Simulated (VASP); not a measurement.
**Ta: surface energy and work function by face**

How do surface energy, work function and relaxation of Ta depend on the face?

Main program and level: VASP 6.6.1; PBE; plane waves and PAW (Ta).

Most raw output is cut from this account.

## 1. Starting point

The structure is cubic, space group Im-3m (No. 229). The conventional cell has a = 3.310 Å, b = 3.310 Å, c = 3.310 Å, α = 90.00°, β = 90.00°, γ = 90.00°. Nearest to Ta lie 8 Ta at 2.87 Å.

As a file:

```cif
data_structure
_symmetry_space_group_name_H-M 'Im-3m'
_symmetry_Int_Tables_number 229
_cell_length_a 3.3100
_cell_length_b 3.3100
_cell_length_c 3.3100
_cell_angle_alpha 90.000
_cell_angle_beta 90.000
_cell_angle_gamma 90.000
_cell_volume 36.26
loop_
_atom_site_label
_atom_site_type_symbol
_atom_site_symmetry_multiplicity
_atom_site_Wyckoff_symbol
_atom_site_fract_x
_atom_site_fract_y
_atom_site_fract_z
_atom_site_occupancy
Ta1 Ta 2 a 0.00000 0.00000 0.00000 1
```

## 2. The bulk reference, job relaxation, k-mesh 16×16×16

The bulk crystal is relaxed first, so that the slabs are cut at this functional's lattice.

INCAR

```
SYSTEM = Ta
PREC = Accurate
ENCUT = 420
EDIFF = 1E-06
NELM = 120
ISMEAR = 1
SIGMA = 0.15
LREAL = .FALSE.
ALGO = Normal
GGA = PE
NBANDS = 8
LASPH = .TRUE.
LORBIT = 11
LWAVE = .FALSE.
LCHARG = .FALSE.
KPAR = 4
IBRION = 2
NSW = 30
ISIF = 3
EDIFFG = -0.01
POTIM = 0.4
```

POSCAR

```
Ta
1.0
   -1.6550000000      1.6550000000      1.6550000000
    1.6550000000     -1.6550000000      1.6550000000
    1.6550000000      1.6550000000     -1.6550000000
Ta
1
Direct
    0.0000000000      0.0000000000      0.0000000000
```

KPOINTS

```
Automatic mesh
0
Gamma
16 16 16
0 0 0
```

Potentials, in the order of the species: Ta (PBE family, release 64).

Started as:

```
$ mpirun -np 4 vasp_std
```

It took 4.6 s on 4 MPI ranks of Intel Xeon Platinum 8259CL at 2.50GHz (Skylake/Cascade Lake), shared host; peak memory 0.53 GiB.

This run has no spin polarisation. Its electron count is odd, so without a moment it is a metal by construction. The data set Ta keeps the semicore shell frozen, which is cheaper and a little less accurate. The run keeps the 48 symmetry operations of its start, so it cannot find a distortion of lower symmetry.

Little changed from the start: no atom moved by 0.005 Å and no cell edge by 0.1 %.

Numbers from this step:

```yaml
electronic_cycles: 11
electrons: 5
free_energy_toten: -11.86 eV
energy_at_zero_smearing: -11.86 eV
fermi_energy: 5.678 eV
metallic: yes
```

The start already met the threshold, so nothing moved.

Energy at zero smearing: -11.85869 eV.

## 3. The bulk reference, job self-consistent run, k-mesh 20×20×20

INCAR

```
SYSTEM = Ta
PREC = Normal
ENCUT = 320
EDIFF = 1E-06
NELM = 120
ISMEAR = 1
SIGMA = 0.15
LREAL = .FALSE.
ALGO = Fast
GGA = PE
NBANDS = 8
LASPH = .TRUE.
LORBIT = 11
LWAVE = .FALSE.
LCHARG = .FALSE.
KPAR = 4
```

POSCAR is that of step 2.

KPOINTS

```
Automatic mesh
0
Gamma
20 20 20
0 0 0
```

Started as:

```
$ mpirun -np 4 vasp_std
```

Elapsed: 3.8 s, on 4 MPI ranks; peak memory 0.47 GiB; 13 s of CPU time.

This step gave:

```
electronic cycles : 14
Fermi energy      : 5.676 eV
```

Energy at zero smearing: -11.86120 eV.

The run ends at a pressure of -0.51 GPa.

## 4. Relaxing the slab, 7 atoms, face Ta(110)

System of this step: Ta(110). The cell holds 7 atoms: 7 Ta. Cell: a = 3.310 Å, b = 2.867 Å, c = 29.043 Å, α = 90.0°, β = 90.0°, γ = 54.7°. It derives from Ta. 7 layers of bcc Ta, cut at this functional's lattice. Vacuum lies along c.

All atoms relax at the fixed cell.

INCAR

```
SYSTEM = Ta
PREC = Normal
ENCUT = 320
EDIFF = 1E-05
NELM = 120
ISMEAR = 1
SIGMA = 0.15
LREAL = .FALSE.
ALGO = Fast
GGA = PE
NBANDS = 24
LASPH = .TRUE.
LORBIT = 11
LWAVE = .FALSE.
LCHARG = .FALSE.
KPAR = 4
IBRION = 2
NSW = 40
ISIF = 2
EDIFFG = -0.03
POTIM = 0.4
MAXMIX = 40
```

POSCAR

```
Ta
1.0
    3.3100000000      0.0000000000      0.0000000000
    1.6550000000      2.3405234457      0.0000000000
    0.0000000000      0.0000000000     29.0431406744
Ta
7
Direct
    0.0000000000      0.0000000000      0.2582365300
    0.5000000000      0.0000000000      0.3388243600
    0.0000000000      0.0000000000      0.4194121800
    0.5000000000      0.0000000000      0.5000000000
    0.0000000000      0.0000000000      0.5805878200
    0.5000000000      0.0000000000      0.6611756400
    0.0000000000      0.0000000000      0.7417634700
```

KPOINTS

```
Automatic mesh
0
Gamma
13 13 1
0 0 0
```

Started as:

```
$ mpirun -np 4 vasp_std
```

The job ended after 2.5 min (4 MPI ranks; peak memory 0.95 GiB).

The run keeps the 8 symmetry operations of its start, so it cannot find a distortion of lower symmetry.

Step by step:

```tsv
step	energy less that of the first step (eV)	largest force (eV/Å)
1	0.0000	0.5449
2	-0.0340	0.3910
3	-0.0557	0.1495
4	-0.0568	0.1134
5	-0.0595	0.0870
6	-0.0612	0.0708
7	-0.0613	0.0543
8	-0.0620	0.0482
9	-0.0639	0.0378
10	-0.0656	0.0367
11	-0.0656	0.0556
12	-0.0659	0.0085
```

The atoms that moved most (Å):

```tsv
atom	dx	dy	dz	length
Ta1	0.000	0.000	0.113	0.113
Ta7	0.000	0.000	-0.113	0.113
```

Final coordinates:

```
Ta
1.0
     3.31000    0.00000    0.00000
     1.65500    2.34052    0.00000
     0.00000    0.00000   29.04314
Ta
7
Cartesian
  0.0000 0.0000 7.6131
  1.6550 0.0000 9.8379
  0.0000 0.0000 12.1857
  1.6550 0.0000 14.5216
  0.0000 0.0000 16.8574
  1.6550 0.0000 19.2053
  0.0000 0.0000 21.4300
```

Numbers from this step:

```
electronic cycles       : 88
electrons               : 35
free energy (TOTEN)     : -80.7395 eV
energy at zero smearing : -80.7380 eV
Fermi energy            : 1.274 eV
```

The run ended after 12 ionic steps, 0.066 eV below its first step, once the forces on the free atoms met EDIFFG = -0.03.

## 5. Vacuum level and density of states, 7 atoms, face Ta(110)

A static run writes the electrostatic potential without exchange and correlation (LVHAR), which is flat in the vacuum and gives the level to count from. The dipole correction cancels the field that unlike faces would set up across the vacuum.

INCAR

```
SYSTEM = Ta
PREC = Normal
ENCUT = 320
EDIFF = 1E-06
NELM = 120
ISMEAR = 1
SIGMA = 0.15
LREAL = .FALSE.
ALGO = Fast
GGA = PE
NBANDS = 24
LASPH = .TRUE.
LORBIT = 11
LWAVE = .FALSE.
LCHARG = .TRUE.
KPAR = 4
IDIPOL = 3
LDIPOL = .TRUE.
DIPOL = 0.5 0.5 0.5
LVHAR = .TRUE.
LVACPOTAV = .TRUE.
NEDOS = 1500
```

POSCAR

```
Ta
1.0
    3.3100000000      0.0000000000      0.0000000000
    1.6550000000      2.3405234457      0.0000000000
    0.0000000000      0.0000000000     29.0431406744
Ta
7
Direct
    0.0000000000      0.0000000000      0.2621315941
    0.5000000000      0.0000000000      0.3387331621
    0.0000000000      0.0000000000      0.4195728349
    0.5000000000      0.0000000000      0.5000000000
    0.0000000000      0.0000000000      0.5804271651
    0.5000000000      0.0000000000      0.6612668379
    0.0000000000      0.0000000000      0.7378684059
```

KPOINTS is that of step 4.

Started as:

```
$ mpirun -np 4 vasp_std
```

It took 51 s on 4 MPI ranks; peak memory 0.9 GiB; 3.3 min of CPU time.

This step gave:

```yaml
electronic_cycles: 31
dipole_moment: 0, 0, 0 e·Å
vacuum_levels: 6.019, 6.019 eV
work_functions_of_the_upper_and_lower_face: 4.745, 4.745 eV
```

The planar average of the electrostatic potential oscillates, so the rows of the table below give means over windows of 2.27 Å about each position, cut where the curve ends. Its maxima inside the range that stand out by 2 % of the span (Å: eV): 8.7: -2.25, 11.0: -1.23, 13.4: -1.34, 15.7: -1.34, 18.0: -1.23, 20.3: -2.25. Its minima: 7.6: -9.87, 9.9: -9.76, 12.1: -9.63, 14.5: -9.66, 16.9: -9.63, 19.2: -9.76, 21.4: -9.87.

Zero at the Fermi level. Planar average of the electrostatic potential against height; means over each step:

```tsv
height (Å)	planar average of the electrostatic potential (eV)
1.14	4.75
3.41	4.74
5.68	2.84
7.95	-6.22
10.22	-5.78
12.49	-5.76
14.76	-5.77
17.03	-5.78
19.30	-5.99
21.57	-5.88
23.84	4.05
26.11	4.74
28.38	4.75
```

Density of states in the PAW spheres, an atom over height of the layer and energy from the Fermi level.

Ten even steps from '0' (0.00 states/eV) to '9' (1.76 states/eV), each cell a mean:
```
6444446
7677767
9799979
8677768
8999998
7977797
2221222
2323232
4555554
5645465
3434343
2432342
2333332
1111111
0110110
0000000
0000000
0000000
0000000
0000000
0000000
0000000
```
Columns: height of the layer (Å) from 7.6 to 21.4; rows upwards: energy from the Fermi level (eV) from -7.9 to 0.5.

Valence density in the ca plane at fractional y = 0.000, with atoms of Ta within 0.2 Å of it. It is the smooth field of the valence electrons, not physical close to the nuclei.

Ten even steps from '0' (0.00 e/Å³) to '9' (0.50 e/Å³), each cell a mean:
```
44687777554444568777754444567668952000000000
55577676555555557767655555667767731000000000
76555555567677655555556767866655421000000000
86544444578778654444457877865544321000000000
76544444577777654444457787765543321000000000
86544445578778655444557877865544321000000000
65566666556666556666556666766666531000000000
45677677554445567777755445567768841000000000
44677877544444567787754444567569952000000000
```
Columns run along c (16.0 Å, from fractional 0.36 to 0.91 of the cell), rows up along a (3.3 Å). Atoms in or near the plane, at fractional coordinates: Ta at (0.42, 0.00), Ta at (0.50, 0.50), Ta at (0.58, 0.00), Ta at (0.66, 0.50), Ta at (0.74, 0.00).

The map of layer states is cut here 0.5 eV above the Fermi level, so it leaves out the states above that.

The vacuum level lies 4.74 eV above the Fermi level at the upper face; both faces agree, as the slab has next to no dipole.

The program found no field-free point at its default tolerance, but its printed level agrees with the flat part of the planar average.

On this mesh the fine structure of the density of states is sampling noise, and high empty states may be cut by the number of bands.

## 6. Surface relaxation, 9 atoms, face Ta(100)

System of this step: Ta(100). The cell holds 9 atoms: 9 Ta. Its edges and angles: a = 3.310 Å, b = 3.310 Å, c = 28.240 Å, α = 90.0°, β = 90.0°, γ = 90.0°. It derives from Ta. 9 layers of bcc Ta, cut at this functional's lattice. Vacuum lies along c.

INCAR

```
SYSTEM = Ta
PREC = Normal
ENCUT = 320
EDIFF = 1E-05
NELM = 120
ISMEAR = 1
SIGMA = 0.15
LREAL = .FALSE.
ALGO = Fast
GGA = PE
NBANDS = 31
LASPH = .TRUE.
LORBIT = 11
LWAVE = .FALSE.
LCHARG = .FALSE.
KPAR = 4
IBRION = 2
NSW = 40
ISIF = 2
EDIFFG = -0.03
POTIM = 0.4
MAXMIX = 40
```

POSCAR

```
Ta
1.0
    3.3100000000      0.0000000000      0.0000000000
    0.0000000000      3.3100000000      0.0000000000
    0.0000000000      0.0000000000     28.2400000000
Ta
9
Direct
    0.0000000000      0.0000000000      0.2655807400
    0.5000000000      0.5000000000      0.3241855500
    0.0000000000      0.0000000000      0.3827903700
    0.5000000000      0.5000000000      0.4413951800
    0.0000000000      0.0000000000      0.5000000000
    0.5000000000      0.5000000000      0.5586048200
    0.0000000000      0.0000000000      0.6172096300
    0.5000000000      0.5000000000      0.6758144500
    0.0000000000      0.0000000000      0.7344192600
```

KPOINTS

```
Automatic mesh
0
Gamma
9 9 1
0 0 0
```

Started as:

```
$ mpirun -np 4 vasp_std
```

Elapsed: 1.9 min, on 4 MPI ranks; peak memory 0.8 GiB.

The run keeps the 16 symmetry operations of its start, so it cannot find a distortion of lower symmetry.

Relaxation path:

```tsv
step	energy less that of the first step (eV)	largest force (eV/Å)
1	0.0000	1.5259
2	-0.2576	0.9340
3	-0.3410	0.4191
4	-0.3415	0.4182
5	-0.3703	0.2143
6	-0.3822	0.1148
7	-0.3844	0.0781
8	-0.3865	0.1529
9	-0.3881	0.1371
10	-0.3918	0.0887
11	-0.3941	0.0138
```

The atoms that moved most (Å):

```tsv
atom	dx	dy	dz	length
Ta1	0.000	0.000	0.219	0.219
Ta9	0.000	0.000	-0.219	0.219
Ta7	0.000	0.000	0.026	0.026
Ta3	0.000	0.000	-0.026	0.026
Ta4	0.000	0.000	0.021	0.021
Ta6	0.000	0.000	-0.021	0.021
Ta8	0.000	0.000	0.019	0.019
Ta2	0.000	0.000	-0.019	0.019
```

The relaxed structure:

```xyz
9
Lattice="3.3100 0.0000 0.0000 0.0000 3.3100 0.0000 0.0000 0.0000 28.2400" Properties=species:S:1:pos:R:3
Ta    0.0000    0.0000    7.7192
Ta    1.6550    1.6550    9.1361
Ta    0.0000    0.0000   10.7838
Ta    1.6550    1.6550   12.4865
Ta    0.0000    0.0000   14.1200
Ta    1.6550    1.6550   15.7535
Ta    0.0000    0.0000   17.4562
Ta    1.6550    1.6550   19.1039
Ta    0.0000    0.0000   20.5208
```

Numbers from this step:

| Property | Result |
| --- | --- |
| electronic cycles | 101 |
| electrons | 45 |
| free energy (TOTEN) | -103.3650 eV |
| energy at zero smearing | -103.3626 eV |
| Fermi energy | 1.391 eV |

The run ended after 11 ionic steps, 0.394 eV below its first step, once the forces on the free atoms met EDIFFG = -0.03.

## 7. Vacuum level and density of states, 9 atoms, face Ta(100)

INCAR

```
SYSTEM = Ta
PREC = Normal
ENCUT = 320
EDIFF = 1E-06
NELM = 120
ISMEAR = 1
SIGMA = 0.15
LREAL = .FALSE.
ALGO = Fast
GGA = PE
NBANDS = 31
LASPH = .TRUE.
LORBIT = 11
LWAVE = .FALSE.
LCHARG = .TRUE.
KPAR = 4
IDIPOL = 3
LDIPOL = .TRUE.
DIPOL = 0.5 0.5 0.5
LVHAR = .TRUE.
LVACPOTAV = .TRUE.
NEDOS = 1500
```

POSCAR

```
Ta
1.0
    3.3100000000      0.0000000000      0.0000000000
    0.0000000000      3.3100000000      0.0000000000
    0.0000000000      0.0000000000     28.2400000000
Ta
9
Direct
    0.0000000000      0.0000000000      0.2733427853
    0.5000000000      0.5000000000      0.3235174356
    0.0000000000      0.0000000000      0.3818634191
    0.5000000000      0.5000000000      0.4421551149
    0.0000000000      0.0000000000      0.5000000000
    0.5000000000      0.5000000000      0.5578448851
    0.0000000000      0.0000000000      0.6181365809
    0.5000000000      0.5000000000      0.6764825644
    0.0000000000      0.0000000000      0.7266572147
```

KPOINTS is that of step 6.

Started as:

```
$ mpirun -np 4 vasp_std
```

Elapsed: 38 s, on 4 MPI ranks; peak memory 0.75 GiB.

This step gave:

- electronic cycles: 34
- free energy (TOTEN): -103.3646 eV
- energy at zero smearing: -103.3623 eV
- Fermi energy: 1.403 eV
- vacuum levels: 5.149, 5.149 eV
- work functions of the upper and lower face: 3.746, 3.746 eV

The planar average of the electrostatic potential oscillates, so the rows of the table below give means over windows of 1.68 Å about each position, cut where the curve ends. Its maxima inside the range that stand out by 2 % of the span (Å: eV): 9.9: -5.46, 11.7: -4.95, 13.3: -5.40, 14.9: -5.40, 16.6: -4.95, 18.4: -5.46. Its minima: 8.2: -7.52, 10.8: -6.34, 12.6: -6.15, 14.1: -6.10, 15.7: -6.15, 17.5: -6.34, 20.1: -7.52.

Zero at the Fermi level. Table of planar average of the electrostatic potential by height; means over each step:

```tsv
height (Å)	planar average of the electrostatic potential (eV)
0.84	3.75
2.52	3.75
4.20	3.71
5.88	2.51
7.56	-5.50
9.24	-6.33
10.92	-5.71
12.60	-5.64
14.28	-5.69
15.96	-5.56
17.64	-5.80
19.32	-6.71
21.00	-3.98
22.68	3.11
24.36	3.73
26.04	3.75
27.72	3.75
```

Density of states in the PAW spheres, an atom over height of the layer and energy from the Fermi level.

Ten even steps from '0' (0.00 states/eV) to '9' (1.84 states/eV), each cell a mean:
```
844535448
334666433
557999755
767787767
888898888
898767898
553323355
232222232
454454454
565555565
454333454
233333332
123222321
111111111
001000100
010010010
000000000
000000000
000000000
000000000
000000000
000000000
```
Columns: height of the layer (Å) from 7.7 to 20.5 (not evenly spaced); rows upwards: energy from the Fermi level (eV) from -7.9 to 0.5.

(Part 1 of 2 ends here.)

[Lines on the potential files, build, host, timing and source positions are cut from VASP's logs without a mark.]

[Logs are printed without paths, hosts, clocks, repeated set-up lines and the standing remarks that a program may print on its own settings, such as how far it seeks lower states.]

[Hosts, paths, dates, database ids (printed as entryN), source tags and the programs' standing remarks are cut or masked in the printed files.]

[Runs that stopped without an error message from VASP are left out.]
